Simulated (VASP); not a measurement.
Input for VASP

File POSCAR:
```
Li2S
2.8976570
  0.0000000000   0.9999998756   0.9999998756
  0.9999998756   0.0000000000   0.9999998756
  0.9999998756   0.9999998756   0.0000000000
Li S
2 1
Cart
  0.4999999378   0.4999999378   0.4999999378
  1.4999998133   1.4999998133   1.4999998133
  0.0000000000   0.0000000000   0.0000000000
```

### INCAR
```
! general
SYSTEM   = Li2S
PREC     = Accurate
ENCUT    = 520
LREAL    = .FALSE.
LASPH    = .TRUE.

! electronic loop
EDIFF    = 1E-7
NELM     = 100
ALGO     = Normal

! smearing
ISMEAR   = 0
SIGMA    = 0.05   ! width (eV)

! functional
GGA      = BO
LUSE_VDW = .TRUE.
AGGAC    = 0.0
PARAM1   = 0.1833333333
PARAM2   = 0.22

! ions
ISIF     = 2   ! forces and stress, cell fixed

! output
LWAVE    = .FALSE.
LCHARG   = .FALSE.
```

**KPOINTS**
```
Automatic mesh
0
Gamma
7 7 7
0 0 0
```

POTCAR, in this order: Li_sv S (PBE.64 set). Program: vasp_std.

### Question
Translate this optB88-vdW calculation to Quantum ESPRESSO's pw.x.

### Answer
One equivalent input (not run):
```
&CONTROL
  calculation = 'scf'
  pseudo_dir = './pseudo'
  outdir = './out'
  tprnfor = .true.
  tstress = .true.
/
&SYSTEM
  ibrav = 0
  nat = 3
  ntyp = 2
  ecutwfc = 74
  occupations = 'smearing'
  smearing = 'gaussian'
  degauss = 0.003675
  input_dft = 'vdw-df-obk8'
/
&ELECTRONS
  conv_thr = 7.3e-09
  electron_maxstep = 100
/
ATOMIC_SPECIES
  Li 6.940 Li.upf
  S 32.060 S.upf
CELL_PARAMETERS angstrom
     0.0000000    2.8976566    2.8976566
     2.8976566    0.0000000    2.8976566
     2.8976566    2.8976566    0.0000000
ATOMIC_POSITIONS crystal
  Li   0.2500000  0.2500000  0.2500000
  Li   0.7500000  0.7500000  0.7500000
  S    0.0000000  0.0000000  0.0000000
K_POINTS automatic
  7 7 7 0 0 0
```
The two are equivalent in intent, not identical: the potentials are each code's own (VASP's PAW set, PseudoDojo norm-conserving files in pw.x), so ENCUT and ecutwfc are chosen apart and not converted; conv_thr bounds pw.x's estimated SCF error, while EDIFF bounds the energy change between steps.

The compound is Li2S in the antifluorite structure. This cell is one point of a volume scan, at 1.06 of the reference volume.
